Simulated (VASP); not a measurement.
```
PbTe
1.0
    0.00000     3.29460     3.29460
    3.29460     0.00000     3.29460
    3.29460     3.29460     0.00000
Te Pb
1 1
Direct
  0.50000   0.50000   0.50000
  0.00000   0.00000   0.00000
```

The base run (VASP): PBE GGA, plane waves, VASP's PBE PAW potentials (set 64). Run with 400 eV cut-off, 6×6×6 Γ-centred mesh, Gaussian smearing of 0.050 eV, potentials Te Pb_d.

One setting is varied; ΔE counts from the most expensive setting. The base run took about 6 core-seconds. The timings are rough (shared machines, no repeats); factors under 2 mean little.

The pressure holds a Pulay error that falls with the cut-off, as the column shows.

| setting | cost over the base run | electronic steps | ΔE (meV/atom) | pressure (GPa) |
|---|---|---|---|---|
| ENCUT = 150 | about 1/2 | 12 | 2775.3 | -136.20 |
| ENCUT = 250 | within a factor of 2 | 12 | 1.4 | -0.43 |
| ENCUT = 200 | within a factor of 2 | 12 | 62.8 | -10.09 |
| base run | reference | 12 | 0.0 | -0.41 |
| ENCUT = 600 | within a factor of 2 | 12 | 0.0 | -0.36 |
| ENCUT = 650 | about 2 times | 12 | 0.0 | -0.36 |
| ENCUT = 750 | about 2 times | 12 | 0.0 | -0.36 |
| ENCUT = 800 | about 3 times | 12 | 0.0 | -0.37 |

Left out are runs that failed, have no time on record or changed the cell.

The compound is PbTe in the rock salt structure. The cell was not relaxed at this level.
